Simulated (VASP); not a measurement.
Computed with optB88-vdW, VASP's PBE PAW potentials (set 64) (plane waves; VASP).

A VASP calculation is set up with these files.

File POSCAR:
```
Al3Sc
1
    4.1417944756     0.0000000000     0.0000000000
    0.0000000000     4.1417944756     0.0000000000
    0.0000000000     0.0000000000     4.1417944756
Sc Al
1 3
Direct
  0.0000000000   0.0000000000   0.0000000000
  0.0000000000   0.5000000000   0.5000000000
  0.5000000000   0.0000000000   0.5000000000
  0.5000000000   0.5000000000   0.0000000000
```

### KPOINTS
```
Automatic mesh
0
Gamma
8 8 8
0 0 0
```

**INCAR**
```
AGGAC  =  0.0
ALGO  =  Normal
EDIFF  =  1E-7
ENCUT  =  520
GGA  =  BO
ISIF  =  2
ISMEAR  =  1
LASPH  =  .TRUE.
LCHARG  =  .FALSE.
LMAXMIX  =  4
LREAL  =  .FALSE.
LUSE_VDW  =  .TRUE.
LWAVE  =  .FALSE.
NELM  =  100
PARAM1  =  0.1833333333
PARAM2  =  0.22
PREC  =  Accurate
SIGMA  =  0.1
SYSTEM  =  Al3Sc
```

POTCAR, in this order: Sc_sv Al (PBE.64 set). Program: vasp_std.

Question: What will the output report for the number of irreducible k-points (NKPTS), largest plane-wave count, number of space-group operations, FFT grid (NGX, NGY, NGZ)?

Answer: 
```json
{
  "number of irreducible k-points (NKPTS)": "35",
  "largest_plane_wave_count": "1936",
  "number_of_space_group_operations": "48",
  "FFT grid (NGX, NGY, NGZ)": "32 × 32 × 32"
}
```

The compound is Al3Sc in the L1_2 structure. This cell is one point of a volume scan, at 1.03 of the reference volume.
